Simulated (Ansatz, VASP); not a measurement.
## Two plane-wave programs on B2AsN

INCAR

```
PREC = Accurate ; ENCUT = 520
EDIFF = 1E-6 ; ISMEAR = -1
SIGMA = 0.02 ; LREAL = False
LASPH = True ; NELM = 80
ALGO = Fast ; ISIF = 2
LWAVE = False ; LCHARG = False
GGA = PE ; NBANDS = 16
```

File KPOINTS:

```
regular mesh
0
Gamma
  8 8 6
```

The input POSCAR:

```
B2AsN
1.0
    2.9886495490      0.0000000000      0.0000000000
    0.0000000000      2.9886495490      0.0000000000
    0.0000000000      0.0000000000      4.2744726710
N B As
1 2 1
Direct
    0.0000000000      0.0000000000      0.0000000000
    0.0000000000      0.5000000000      0.8013540279
    0.5000000000      0.0000000000      0.1986459721
    0.5000000000      0.5000000000      0.5000000000
```

Input for Ansatz:

```yaml
crystal:
  lattice:
    - [2.988649549, 0.0, 0.0]
    - [0.0, 2.988649549, 0.0]
    - [0.0, 0.0, 4.274472671]
  atoms:
    - { symbol: "N", position: [0.0, 0.0, 0.0] }
    - { symbol: B, position: [0.0, 0.5, 0.8013540279] }
    - { symbol: As, position: [0.5, 0.5, 0.5] }
    - { symbol: B, position: [0.5, 0.0, 0.1986459721] }
kpoints:
  mp_grid: { grid: [8, 8, 6] }
  band_path:
    path:
      - [[0.0, 0.0, 0.0], [1.383757436054e-51, 0.5, 4.676276418209e-68], [0.5, 0.5, 3.273896777679e-33], [0.0, 0.0, 0.0], [9.875064007851e-50, 0.0, 0.5], [9.875064007851e-50, 0.5, 0.5], [0.5, 0.5, 0.5], [9.875064007851e-50, 0.0, 0.5]]
      - [[1.383757436054e-51, 0.5, 4.676276418209e-68], [9.875064007851e-50, 0.5, 0.5]]
      - [[0.5, 0.5, 3.273896777679e-33], [0.5, 0.5, 0.5]]
    npoints: 10
hamiltonian:
  xc: pbe
scf:
  occupations: { method: fermi_dirac, width: 0.02 }
  n_extra_bands: 5
output:
  forces: true
  stress: true
  eigenvalues: true
```

The cell was built by a generator and needn't be a form met in nature.

Alike in both runs: task single point; functional PBE; k mesh 8 × 8 × 6; occupations fermi-dirac, width 0.02 eV; no spin polarisation.

|  | VASP | Ansatz |
| --- | --- | --- |
| version | VASP 6.6.1 | Ansatz 0.2.0 |
| potentials or method | VASP PAW PBE potentials, release 64 (N, B, As) | plane waves, PAW |
| plane-wave cutoff (eV) | 520 | 420 |
| valence electrons in the cell | 16 | 26 |

VASP gave:

| Property | Result |
| --- | --- |
| pressure (GPa) | 3.5 |
| largest component of the traceless stress (GPa) | 0.90 |
| rms of the force components (eV/Å) | 0.153 |

**Question.** Estimate Ansatz's values.

**Answer.** Pressure (GPa): 2.6; largest component of the traceless stress (GPa): 0.74; rms of the force components (eV/Å): 0.111.

The two sets of potentials don't hold the same shells in valence.
